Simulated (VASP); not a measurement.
Input:

```
CSi
1.0
    1.54225    -2.67125     0.00000
    1.54225     2.67125     0.00000
    0.00000     0.00000     5.06426
Si C
2 2
Cartesian
  1.54225  -0.89042   2.53043
  1.54225   0.89042   5.06257
  1.54225  -0.89042   4.43293
  1.54225   0.89042   1.90080
```

The numbers are results of vdW-DF-cx, VASP's PBE PAW potentials (set 64) (plane waves; VASP 6.6.1), not measurements. Settings: 520 eV cut-off, Gaussian smearing of 0.050 eV, potentials Si C.

Task: Give the energies of bands 3 to 11 at the high-symmetry points, in eV from the valence-band maximum.

Result: 
```tsv
band	Γ	M	K	A	L	H
3	-8.67	-7.73	-6.72	-4.43	-8.23	-7.71
4	-1.31	-6.27	-6.23	-4.43	-8.23	-7.71
5	-1.31	-5.41	-6.23	-0.71	-2.44	-5.63
6	-0.12	-3.31	-4.03	-0.71	-2.44	-5.63
7	0.00	-3.29	-4.03	-0.71	-2.33	-1.74
8	0.00	-1.19	-3.82	-0.71	-2.33	-1.74
9	4.76	2.73	2.21	5.83	3.22	5.02
10	6.11	4.16	8.08	5.83	3.22	5.02
11	6.59	6.80	8.78	7.28	5.21	5.93
```

The gap is indirect, 2.21 eV, from the valence maximum at Γ to the conduction minimum at K.

Measured: gap 3.33 eV (computed value off by -1.12 eV), as given by Daiki Deguchi et al., Japanese Journal of Applied Physics (2016), arXiv:1512.06930.

The compound is SiC in the wurtzite structure, the rare 2H polytype. It was relaxed first.
